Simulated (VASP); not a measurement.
Data:

```yaml
crystal:
  lattice:
    - [0.00000, 1.87859, 1.87859]
    - [1.87859, 0.00000, 1.87859]
    - [1.87859, 1.87859, 0.00000]
  atoms:
    - { symbol: Rh, position: [0.00000, 0.00000, 0.00000] }
```

All values below come from LDA (Ceperley-Alder, Perdew-Zunger), VASP's LDA PAW potentials (set 64) (plane waves; VASP). Numerical set-up: 500 eV cut-off, 17×17×17 Γ-centred mesh, first-order Methfessel-Paxton smearing of 0.10 eV, potentials Rh_pv.

Q: Estimate the energy per atom (σ→0), band gap (on the k-mesh) with the smallest direct gap where there is one.

A: 
band gap (on the k-mesh): none (metal, semimetal or under 0.01 eV)
energy per atom (σ→0): -8.687 eV/atom

The absolute energy has meaning only against runs of the same code, potentials and settings.

The compound is Rh in the fcc structure. It was relaxed first.
